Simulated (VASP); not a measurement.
VASP runs on SrVO3 (space group P1) share one base input (PBEsol GGA, plane waves, VASP's PBE PAW potentials (set 64)) and change the settings named in each case.

**POSCAR**
```
SrVO3
1.0
  3.8400000000   0.0000000000   0.0000000000
  0.0000000000   3.8400000000   0.0000000000
  0.0000000000   0.0000000000   3.8400000000
Sr V O
1 1 3
direct
  0.0011450000  -0.0152460000   0.0187860000
  0.4861810000   0.5113390000   0.5016580000
  0.4666940000   0.0037780000   0.4848350000
  0.0298700000   0.4967030000   0.4984820000
  0.5161090000   0.5034260000  -0.0037610000
```

**KPOINTS**
```
kpoints
0
G
 4 4 4
```

INCAR:
```
SYSTEM = SrVO3
PREC = Accurate
ENCUT = 400
EDIFF = 1E-6
NELM = 100
ALGO = Normal
LREAL = .FALSE.
LASPH = .TRUE.
ISMEAR = -1
SIGMA = 0.05
GGA = PS
LMAXMIX = 4
LWAVE = .FALSE.
LCHARG = .FALSE.
ISIF = 2
```

POTCAR, in this order: Sr_sv V_sv O (PBE.64 set). Program: vasp_std.

| change | E(σ→0) (eV/atom) | pressure (GPa) | largest force (eV/Å) | −TS (eV) |
|---|---|---|---|---|
| base run | -8.2069 | -4.98 | 2.292 | -0.0316 |
| GGA removed, POTCAR Sr_sv V_sv O (LDA.64 set) | -8.6576 | ___ | ___ | -0.0315 |
| GGA_COMPAT = .FALSE., LNONCOLLINEAR = .TRUE., LSORBIT = .TRUE., MAGMOM = 0.0 0.0 0.0 0.0 0.0 0.0 0.0 0.0 0.0 0.0 0.0 0.0 0.0 0.0 0.0, program vasp_ncl | -8.2261 | -5.06 | 2.294 | -0.0315 |
| KPOINTS 2×2×2 Γ-centred mesh | -8.1844 | -5.36 | 1.617 | -0.0293 |
| LDAU = .TRUE., LDAUJ = 0 0 0, LDAUL = -1 2 -1, LDAUTYPE = 2, LDAUU = 0 6.0 0 | -6.9582 | 0.50 | 3.209 | -0.0240 |

**Question.** What belongs in the gaps?

**Answer.** 
- GGA removed, POTCAR Sr_sv V_sv O (LDA.64 set), pressure (GPa): -10.12
- GGA removed, POTCAR Sr_sv V_sv O (LDA.64 set), largest force (eV/Å): 2.238

Energies of different potentials or functionals have different zeros.  At 400 eV the pressure can carry a Pulay error.

Left out are runs that ran out of time, are held back, or changed the cell or the kind of run, fixed moments of cells without a moment, rows past the twelfth, gaps on odd meshes, pressures of charged cells and columns that move by less than the noise.

The structure is a typed SrVO3 crystal. The cell was not relaxed at this level, its atoms were moved at random.
